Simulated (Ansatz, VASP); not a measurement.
**Cross-check of YbP between VASP and Ansatz**

Aim: how closely do two programs agree when they are given the same cell, functional and k mesh? The cell comes out of the VASP series on this material, whose earlier steps may have relaxed, scaled or displaced it; both programs get it as it stands.

Main program and level: Ansatz 0.2.0; plane waves, with VASP 6.6.1 beside it; relaxation of cell and atoms at r2SCAN, DFT+U.

## 1. The structure

It takes space group Fm-3m (No. 225, cubic). The conventional cell has a = 5.661 Å, b = 5.661 Å, c = 5.661 Å, α = 90.00°, β = 90.00°, γ = 90.00°. Yb has 6 P at 2.83 Å nearest. P has 6 Yb at 2.83 Å nearest. Farther neighbours are not listed.

As a file:

```
Yb P
1.0
     0.00000    2.83026    2.83026
     2.83026    0.00000    2.83026
     2.83026    2.83026    0.00000
Yb P
1 1
Cartesian
  2.8303 2.8303 2.8303
  0.0000 0.0000 0.0000
```

## 2. VASP: relaxation of cell and atoms, r2SCAN, DFT+U

The relaxed volume is the usual yardstick between codes: its relative difference is about their pressure difference at one cell divided by the bulk modulus.

Lines of VASP's logs that name or quote its potential files are left out, and so is its time.

Input file INCAR:

```
SYSTEM = YbP
PREC = Accurate
ENCUT = 450
EDIFF = 1E-06
NELM = 150
ISMEAR = 0
SIGMA = 0.05
LREAL = .FALSE.
ALGO = Normal
METAGGA = R2SCAN
LASPH = .TRUE.
NBANDS = 21
ISPIN = 2
MAGMOM = 0 -0
LDAU = .TRUE.
LDAUTYPE = 2
LDAUL = 3 -1
LDAUU = 6 0
LDAUJ = 0 0
LDAUPRINT = 1
LMAXMIX = 6
AMIX = 0.2
BMIX = 1E-04
AMIX_MAG = 0.8
BMIX_MAG = 1E-04
LORBIT = 11
LWAVE = .FALSE.
LCHARG = .FALSE.
KPAR = 4
IBRION = 2
NSW = 60
ISIF = 3
EDIFFG = -0.01
```

Input file POSCAR:

```
YbP
1.0
    0.0000000000      2.8302649653      2.8302649653
    2.8302649653      0.0000000000      2.8302649653
    2.8302649653      2.8302649653      0.0000000000
Yb P
1 1
Direct
    0.5000000000      0.5000000000      0.5000000000
    0.0000000000      0.0000000000      0.0000000000
```

Input file KPOINTS:

```
Automatic mesh
0
Gamma
7 7 7
0 0 0
```

The projector-augmented-wave data sets are Yb and P (PBE family, release 64).

Started as:

```bash
$ mpirun -np 4 vasp_std
```

Numbers of over 12 decimals in the logs are rounded to 6 here.

Output:

```text
[banner, memory and clock lines left out]
running    4 mpi-ranks, on    1 nodes
 distrk:  each k-point on    1 cores,    4 groups
 distr:  one band on    1 cores,    1 groups

 POSCAR found type information on POSCAR YbP
 POSCAR found :  2 types and       2 ions
|                                                                             |
|               ----> ADVICE to this user running VASP <----                  |
|                                                                             |
|     You enforced a specific xc type in the INCAR file but a different       |
|     [... a line on the potential file left out ...]
|     I HOPE YOU KNOW WHAT YOU ARE DOING!                                     |
|                                                                             |

 LDA part: xc-table for (None), standard interpolation
 POSCAR, INCAR and KPOINTS ok, starting setup
 FFT: planning ... GRIDC
 FFT: planning ... GRID_SOFT
 FFT: planning ... GRID
 WAVECAR not read
 entering main loop
       N       E                     dE             d eps       ncg     rms          rms(c)
DAV:   1     0.120358300511E+03    0.12036E+03   -0.97167E+03  2332   0.812E+03
DAV:   2    -0.238772420108E+02   -0.14424E+03   -0.13841E+03  2188   0.808E+02
DAV:   3    -0.453110938690E+02   -0.21434E+02   -0.20926E+02  2387   0.133E+02
DAV:   4    -0.493836140686E+02   -0.40725E+01   -0.40423E+01  3249   0.451E+01
DAV:   5    -0.497882646348E+02   -0.40465E+00   -0.40414E+00  2673   0.151E+01    0.267E+01
DAV:   6    -0.460182078597E+02    0.37701E+01   -0.10746E+00  2564   0.167E+01    0.210E+01
DAV:   7    -0.462146461273E+02   -0.19644E+00   -0.13165E+00  2209   0.727E+01    0.128E+01
DAV:   8    -0.459854448655E+02    0.22920E+00   -0.54337E-01  2726   0.427E+01    0.755E+00
DAV:   9    -0.460364873407E+02   -0.51042E-01   -0.20974E-01  2757   0.129E+01    0.291E+00
DAV:  10    -0.460091511415E+02    0.27336E-01   -0.59599E-02  2994   0.442E+00    0.195E+00
DAV:  11    -0.460045596071E+02    0.45915E-02   -0.93126E-02  2643   0.158E+01    0.170E+00
DAV:  12    -0.460029584131E+02    0.16012E-02   -0.86016E-03  2952   0.182E+00    0.122E+00
DAV:  13    -0.460034219321E+02   -0.46352E-03   -0.53439E-04  2937   0.814E-01    0.129E+00
DAV:  14    -0.460033954927E+02    0.26439E-04   -0.98729E-05  3241   0.257E-01    0.108E+00
DAV:  15    -0.460020802640E+02    0.13152E-02   -0.40941E-03  2306   0.365E+00    0.118E-01
DAV:  16    -0.460021226083E+02   -0.42344E-04   -0.29520E-04  2790   0.171E-01    0.138E-01
DAV:  17    -0.460021273526E+02   -0.47443E-05   -0.26127E-05  3102   0.299E-02    0.130E-01
DAV:  18    -0.460021264995E+02    0.85308E-06   -0.28031E-07  1300   0.379E-02
   1 F= -.46002126E+02 E0= -.46001941E+02  d E =-.460021E+02  mag=     0.0000
[...]
2 F= -.45974677E+02 E0= -.45974390E+02  d E =0.274497E-01  mag=    -0.0001
[...]
3 F= -.45999016E+02 E0= -.45998802E+02  d E =0.311073E-02  mag=     0.0000
[...]
4 F= -.46000774E+02 E0= -.46000571E+02  d E =0.135213E-02  mag=     0.0000
[...]
5 F= -.46001714E+02 E0= -.46001517E+02  d E =0.412624E-03  mag=    -0.0000
[...]
6 F= -.46001962E+02 E0= -.46001767E+02  d E =0.164772E-03  mag=     0.0000
 curvature:  -0.28 expect dE=-0.451E-04 dE for cont linesearch -0.451E-04
 ZBRENT: bisectioning
 opt :   0.0433  next Energy=   -46.002049 (dE= 0.772E-04)
 bond charge predicted
       N       E                     dE             d eps       ncg     rms          rms(c)
DAV:   1    -0.460127132735E+02   -0.10751E-01   -0.40623E-02  2236   0.113E+01    0.126E+00
DAV:   2    -0.460129939144E+02   -0.28064E-03   -0.96321E-02  2060   0.246E+01    0.949E-01
DAV:   3    -0.460029857591E+02    0.10008E-01   -0.27335E-02  2110   0.132E+01    0.346E-01
DAV:   4    -0.460022718433E+02    0.71392E-03   -0.15032E-03  3018   0.166E+00    0.150E-01
DAV:   5    -0.460021393906E+02    0.13245E-03   -0.34365E-04  2904   0.151E-01    0.990E-02
DAV:   6    -0.460020585109E+02    0.80880E-04   -0.35977E-04  3208   0.418E-01    0.113E-01
DAV:   7    -0.460020767520E+02   -0.18241E-04   -0.27163E-05  2688   0.112E-01    0.789E-02
DAV:   8    -0.460021061459E+02   -0.29394E-04   -0.10666E-04  3083   0.612E-02    0.544E-02
DAV:   9    -0.460021096456E+02   -0.34997E-05   -0.50525E-06  2106   0.268E-02    0.235E-02
DAV:  10    -0.460021116143E+02   -0.19687E-05   -0.34160E-07  1336   0.167E-02    0.116E-02
DAV:  11    -0.460021110987E+02    0.51560E-06   -0.33385E-07  1105   0.111E-02
   7 F= -.46002111E+02 E0= -.46001919E+02  d E =0.154009E-04  mag=     0.0000
 curvature:  -0.54 expect dE=-0.797E-06 dE for cont linesearch -0.797E-06
 trial: gam=-0.00608 g(F)=  0.628E-59 g(S)=  0.147E-05 ort = 0.241E-03 (trialstep = 0.809E+00)
 search vector abs. value=  0.155E-09
 reached required accuracy - stopping structural energy minimisation
```

From OUTCAR (step 2):

```text
ion  position               nearest neighbor table
   1  0.500  0.500  0.500-   2 2.83   2 2.83   2 2.83   2 2.83   2 2.83   2 2.83
   2  0.000  0.000  0.000-   1 2.83   1 2.83   1 2.83   1 2.83   1 2.83   1 2.83

  LATTYP: Found a face centered cubic cell.
 ALAT       =     5.6605299306

 Subroutine GETGRP returns: Found 48 space group operations
 (whereof 48 operations were pure point group operations)

The static configuration has the point symmetry O_h .

 Found     20 irreducible k-points:

   k-points           NKPTS =     20   k-points in BZ     NKDIM =     20   number of bands    NBANDS=     21

   dimension x,y,z NGX =    28 NGY =   28 NGZ =   28
   dimension x,y,z NGXF=    56 NGYF=   56 NGZF=   56

   ENCUT  =  450.0 eV  33.07 Ry    5.75 a.u.   6.92  6.92  6.92*2*pi/ulx,y,z

   NELECT =      29.0000    total number of electrons

 k-points in reciprocal lattice and weights: Automatic mesh
   0.00000000  0.00000000  0.00000000       0.003
   0.14285714  0.00000000  0.00000000       0.023
   0.28571429  0.00000000  0.00000000       0.023
   0.42857143  0.00000000  0.00000000       0.023
   0.14285714  0.14285714  0.00000000       0.017
   0.28571429  0.14285714  0.00000000       0.070
   0.42857143  0.14285714  0.00000000       0.070
  -0.42857143  0.14285714  0.00000000       0.070
  -0.28571429  0.14285714  0.00000000       0.070
[...]
-0.42857143  0.42857143  0.14285714       0.070
  -0.28571429  0.42857143  0.14285714       0.070

atom =   1  type =  1  l = 3

 onsite density matrix

spin component  1

  0.9665  0.0000 -0.0154 -0.0000 -0.0000 -0.0000 -0.0000
  0.0000  0.9919 -0.0000  0.0000  0.0000 -0.0000  0.0000
 -0.0154 -0.0000  0.9744 -0.0000  0.0000 -0.0000  0.0000
 -0.0000  0.0000 -0.0000  0.9546 -0.0000 -0.0000 -0.0000
 -0.0000  0.0000  0.0000 -0.0000  0.9744  0.0000  0.0154
 -0.0000 -0.0000 -0.0000 -0.0000  0.0000  0.9864 -0.0000
 -0.0000  0.0000  0.0000 -0.0000  0.0154 -0.0000  0.9665

spin component  2

 occupancies and eigenvectors

  o =  0.9546  v =  0.0000  0.0000  0.0000  0.0000  0.0000  0.0000  0.0000  0.0037 -0.0000  0.0029  0.9828 -0.1131  0.0000  0.1459      0.0000  0.0000  0.0000  0.0000  0.0000  0.0000  0.0000  0.0000  0.0000  0.0000  0.0000  0.0000  0.0000  0.0000
  o =  0.9546  v =  0.0000  0.0000  0.0000  0.0000  0.0000  0.0000  0.0000  0.7906 -0.0000  0.6124 -0.0050 -0.0006  0.0000  0.0008      0.0000  0.0000  0.0000  0.0000  0.0000  0.0000  0.0000  0.0000  0.0000  0.0000  0.0000  0.0000  0.0000  0.0000
  o =  0.9546  v =  0.0000  0.0000  0.0000  0.0000  0.0000  0.0000  0.0000  0.0015 -0.0000  0.0012  0.1846  0.6018  0.0000 -0.7770      0.0000  0.0000  0.0000  0.0000  0.0000  0.0000  0.0000  0.0000  0.0000  0.0000  0.0000  0.0000  0.0000  0.0000
  o =  0.9546  v =  0.0000  0.0000 -0.0000  0.9929 -0.0727  0.0000  0.0939  0.0000  0.0000  0.0000  0.0000  0.0000  0.0000  0.0000      0.0000  0.0000  0.0000  0.0000  0.0000  0.0000  0.0000  0.0000  0.0000  0.0000  0.0000  0.0000  0.0000  0.0000
  o =  0.9546  v = -0.7906  0.0000 -0.6124 -0.0000 -0.0000 -0.0000 -0.0000  0.0000  0.0000  0.0000  0.0000  0.0000  0.0000  0.0000      0.0000  0.0000  0.0000  0.0000  0.0000  0.0000  0.0000  0.0000  0.0000  0.0000  0.0000  0.0000  0.0000  0.0000
  o =  0.9546  v =  0.0000 -0.0000  0.0000  0.1187  0.6080  0.0000 -0.7850  0.0000  0.0000  0.0000  0.0000  0.0000  0.0000  0.0000      0.0000  0.0000  0.0000  0.0000  0.0000  0.0000  0.0000  0.0000  0.0000  0.0000  0.0000  0.0000  0.0000  0.0000
  o =  0.9864  v =  0.0000  0.0000  0.0000  0.0000  0.0000  0.0000  0.0000 -0.6113 -0.0000  0.7892  0.0000 -0.0462  0.0059 -0.0358      0.0000  0.0000  0.0000  0.0000  0.0000  0.0000  0.0000  0.0000  0.0000  0.0000  0.0000  0.0000  0.0000  0.0000
  o =  0.9864  v =  0.0000  0.0000  0.0000  0.0000  0.0000  0.0000  0.0000  0.0360  0.0000 -0.0464  0.0000 -0.7852  0.1009 -0.6082      0.0000  0.0000  0.0000  0.0000  0.0000  0.0000  0.0000  0.0000  0.0000  0.0000  0.0000  0.0000  0.0000  0.0000
  o =  0.9864  v =  0.0000  0.0000  0.0000  0.0000  0.0000  0.0000  0.0000  0.0000  0.0000  0.0000  0.0000 -0.0799 -0.9949 -0.0619      0.0000  0.0000  0.0000  0.0000  0.0000  0.0000  0.0000  0.0000  0.0000  0.0000  0.0000  0.0000  0.0000  0.0000
  o =  0.9864  v = -0.6124  0.0000  0.7906  0.0000  0.0000  0.0000  0.0000  0.0000  0.0000  0.0000  0.0000  0.0000  0.0000  0.0000      0.0000  0.0000  0.0000  0.0000  0.0000  0.0000  0.0000  0.0000  0.0000  0.0000  0.0000  0.0000  0.0000  0.0000
  o =  0.9864  v =  0.0000 -0.0000  0.0000  0.0000  0.1690 -0.9769  0.1309  0.0000  0.0000  0.0000  0.0000  0.0000  0.0000  0.0000      0.0000  0.0000  0.0000  0.0000  0.0000  0.0000  0.0000  0.0000  0.0000  0.0000  0.0000  0.0000  0.0000  0.0000
  o =  0.9864  v =  0.0000 -0.0000 -0.0000  0.0000  0.7723  0.2138  0.5982  0.0000  0.0000  0.0000  0.0000  0.0000  0.0000  0.0000      0.0000  0.0000  0.0000  0.0000  0.0000  0.0000  0.0000  0.0000  0.0000  0.0000  0.0000  0.0000  0.0000  0.0000
  o =  0.9919  v =  0.0000  1.0000  0.0000 -0.0000  0.0000 -0.0000  0.0000  0.0000  0.0000  0.0000  0.0000  0.0000  0.0000  0.0000      0.0000  0.0000  0.0000  0.0000  0.0000  0.0000  0.0000  0.0000  0.0000  0.0000  0.0000  0.0000  0.0000  0.0000
  o =  0.9919  v =  0.0000  0.0000  0.0000  0.0000  0.0000  0.0000  0.0000  0.0000 -1.0000 -0.0000 -0.0000 -0.0000 -0.0000  0.0000      0.0000  0.0000  0.0000  0.0000  0.0000  0.0000  0.0000  0.0000  0.0000  0.0000  0.0000  0.0000  0.0000  0.0000

 average (electrostatic) potential at core
       1 -38.4349       2 -87.2805

 E-fermi :   2.4893

 spin component 1
 k-point     1 :       0.0000    0.0000    0.0000
  band No.  band energies     occupation
    ...
      8       1.4604      1.00000
      9       1.5902      1.00000
     10       1.6409      1.00000
     11       1.6409      1.00000
     12       1.6409      1.00000
     13       3.9116      0.00000
     14       3.9116      0.00000
     15       3.9116      0.00000
     16       6.2432      0.00000
     17       6.2432      0.00000
    ...

 k-point     2 :       0.1429    0.0000    0.0000
  band No.  band energies     occupation
    ...
      8       1.4621      1.00000
      9       1.5964      1.00000
     10       1.6266      1.00000
     11       1.6266      1.00000
     12       1.6414      1.00000
     13       2.8047      0.00000
     14       3.2702      0.00000
     15       3.2703      0.00000
     16       6.5196      0.00000
     17       6.6873      0.00000
    ...

 k-point     3 :       0.2857    0.0000    0.0000
  band No.  band energies     occupation
    ...
     11       1.6125      1.00000
     12       1.6426      1.00000
     13       1.9644      1.00000
     14       2.3897      0.99758
     15       2.3897      0.99758
     16       6.9049      0.00000
     17       7.7655      0.00000
     18       7.7656      0.00000
     19      10.2374      0.00000
     20      10.2375      0.00000
    ...

 k-point     4 :       0.4286    0.0000    0.0000
  band No.  band energies     occupation
    ...
     11       1.6271      1.00000
     12       1.6436      1.00000
     13       1.8171      1.00000
     14       1.8734      1.00000
     15       1.8734      1.00000
     16       7.7071      0.00000
     17       9.3011      0.00000
     18       9.3012      0.00000
     19      10.0643      0.00000
     20      11.5917      0.00000
    ...

 k-point     5 :       0.1429    0.1429    0.0000
  band No.  band energies     occupation
    ...
      9       1.5986      1.00000
     10       1.6296      1.00000
     11       1.6334      1.00000
     12       1.6334      1.00000
     13       2.4465      0.88739
     14       3.4138      0.00000
     15       3.4138      0.00000
     16       5.6295      0.00000
     17       7.3941      0.00000
     18       7.4740      0.00000
    ...

 k-point     6 :       0.2857    0.1429    0.0000
  band No.  band energies     occupation
    ...
      9       1.6075      1.00000
     10       1.6118      1.00000
     11       1.6316      1.00000
     12       1.6467      1.00000
     13       1.9729      1.00000
     14       2.5743      0.00811
     15       2.8228      0.00000
     16       5.8054      0.00000
     17       8.0026      0.00000
     18       8.1844      0.00000
    ...

  Total       -0.0045083     -0.0045083     -0.0045083      0.0000000      0.0000000      0.0000000
  in kB       -0.1596676     -0.1596676     -0.1596676      0.0000000      0.0000000      0.0000000
  external PRESSURE =      -0.1596676 kB  Pullay stress =       0.0000000 kB

  energy-cutoff  :      450.00
  volume of cell :       45.24
      direct lattice vectors                 reciprocal lattice vectors
     0.000000000  2.828084958  2.828084958    -0.176798083  0.176798083  0.176798083
     2.828084958  0.000000000  2.828084958     0.176798083 -0.176798083  0.176798083
     2.828084958  2.828084958 -0.000000000     0.176798083  0.176798083 -0.176798083

 POSITION                                       TOTAL-FORCE (eV/Angst)
 -----------------------------------------------------------------------------------
      2.82808      2.82808      2.82808         0.000000     -0.000000     -0.000000
      0.00000      0.00000      0.00000        -0.000000      0.000000      0.000000
 -----------------------------------------------------------------------------------
    total drift:                                0.000000      0.000000      0.000000

  FREE ENERGIE OF THE ION-ELECTRON SYSTEM (eV)
  ---------------------------------------------------
  free  energy   TOTEN  =       -46.0021110987 eV

  energy  without entropy=      -46.0017260248  energy(sigma->0) =      -46.00191856

 reached required accuracy - stopping structural energy minimisation

 total charge
# of ion       s       p       d       f       tot
--------------------------------------------------
    1        2.120   6.017   0.358  13.620  22.114
    2        1.040   1.519   0.000   0.000   2.559
--------------------------------------------------
tot          3.160   7.536   0.358  13.620  24.673

 magnetization (x)
# of ion       s       p       d       f       tot
--------------------------------------------------
    1       -0.000   0.000   0.000   0.000   0.000
    2       -0.000  -0.000   0.000   0.000  -0.000
--------------------------------------------------
tot         -0.000  -0.000   0.000   0.000  -0.000

[... 2 further parts left out ...]
```

CONTCAR:

```
YbP
   1.00000000000000
     0.0000000000000000    2.8280849579682465    2.8280849579682465
     2.8280849579682465    0.0000000000000000    2.8280849579682465
     2.8280849579682465    2.8280849579682465   -0.0000000000000000
  Yb              P
     1     1
Direct
     0.5000000000000000    0.5000000000000000    0.5000000000000000
     0.0000000000000000    0.0000000000000000    0.0000000000000000
```

This run allows spin, but its moments start at zero, where symmetry between the spins tends to hold them. Its electron count is odd, so without a moment it is a metal by construction. DFT+U on an f shell has many metastable occupations, and no search among them was made.

(Part 1 of 2 ends here.)

[Lines on the potential files, build, host, timing and source positions are cut from VASP's logs without a mark.]

[Logs are printed without paths, hosts, clocks, repeated set-up lines and the standing remarks that a program may print on its own settings, such as how far it seeks lower states.]

[Hosts, paths, dates, database ids (printed as entryN), source tags and the programs' standing remarks are cut or masked in the printed files.]
